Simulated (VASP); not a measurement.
An input for Quantum ESPRESSO's pw.x (written as the equivalent of a VASP run, and not itself run):

```
&CONTROL
  calculation = 'vc-relax'
  pseudo_dir = './pseudo'
  outdir = './out'
  tprnfor = .true.
  tstress = .true.
  nstep = 40
  forc_conv_thr = 0.00078
/
&SYSTEM
  ibrav = 0
  nat = 2
  ntyp = 2
  ecutwfc = 88
  occupations = 'smearing'
  smearing = 'gaussian'
  degauss = 0.003675
  input_dft = 'pz'
/
&ELECTRONS
  conv_thr = 7.3e-08
  electron_maxstep = 100
/
&IONS
/
&CELL
  press = 300
/
ATOMIC_SPECIES
  Be 9.012 Be.upf
  S 32.060 S.upf
CELL_PARAMETERS angstrom
     0.0000000    2.2428433    2.2428433
     2.2428433    0.0000000    2.2428433
     2.2428433    2.2428433   -0.0000000
ATOMIC_POSITIONS crystal
  Be   0.0000000  0.0000000  0.0000000
  S    0.2500000  0.2500000  0.2500000
K_POINTS automatic
  10 10 10 0 0 0
```

Task: Write the VASP files for the same calculation (LDA).

Result: One answer among several that fit: 
### POSCAR
```
BeS
1.0
  0.0000000000   2.2428433018   2.2428433018
  2.2428433018   0.0000000000   2.2428433018
  2.2428433018   2.2428433018   0.0000000000
Be S
1 1
Cart
  0.0000000000   0.0000000000   0.0000000000
  1.1214216509   1.1214216509   1.1214216509
```

### KPOINTS
```
Automatic mesh
0
Gamma
10 10 10
0 0 0
```

**INCAR**
```
SYSTEM = BeS
PREC = Accurate; ENCUT = 500; LREAL = .FALSE.
LASPH = .TRUE.
EDIFF = 1E-6; NELM = 100; ALGO = Normal
ISMEAR = 0; SIGMA = 0.05
IBRION = 2; NSW = 40; ISIF = 3
EDIFFG = -0.02; PSTRESS = 300
LWAVE = .FALSE.; LCHARG = .FALSE.
```

POTCAR, in this order: Be S (LDA.64 set). Program: vasp_std.

What does not carry over: the potentials are each code's own (VASP's PAW set, PseudoDojo norm-conserving files in pw.x), so ENCUT and ecutwfc are chosen apart and not converted; conv_thr bounds pw.x's estimated SCF error, while EDIFF bounds the energy change between steps; forc_conv_thr acts on force components and is met together with etot_conv_thr.

The compound is BeS in the zinc blende structure. It was relaxed first under an external pressure of 30 GPa.
